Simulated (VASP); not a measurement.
```xyz
2
Lattice="0.0000 2.8262 2.8262 2.8262 0.0000 2.8262 2.8262 2.8262 0.0000" Properties=species:S:1:pos:R:3 pbc="T T T"
In     0.0000     0.0000     0.0000
As     2.8262     2.8262     2.8262
```

Computed with PBEsol GGA, VASP's PBE PAW potentials (set 64) (plane waves; VASP 6.6.1). Numerical set-up: 400 eV cut-off, 10×10×10 Γ-centred mesh, first-order Methfessel-Paxton smearing of 0.10 eV, potentials In_d As.

Unless said otherwise, spin-orbit coupling is left out, though it shifts the bands of the heavy elements here.

Q: Estimate the energy per atom (σ→0), band gap (on the k-mesh) with the smallest direct gap where there is one.

A: 
```
Quantity                                                    Result
------------------------  ----------------------------------------
band gap (on the k-mesh)  none (metal, semimetal or under 0.01 eV)
energy per atom (σ→0)                               -4.117 eV/atom
```

The absolute energy has meaning only against runs of the same code, potentials and settings.

The structure was generated: InAs was put into the rock salt type (Fm-3m), which need not be its known phase. It was relaxed first. The start is the result of an earlier pass.
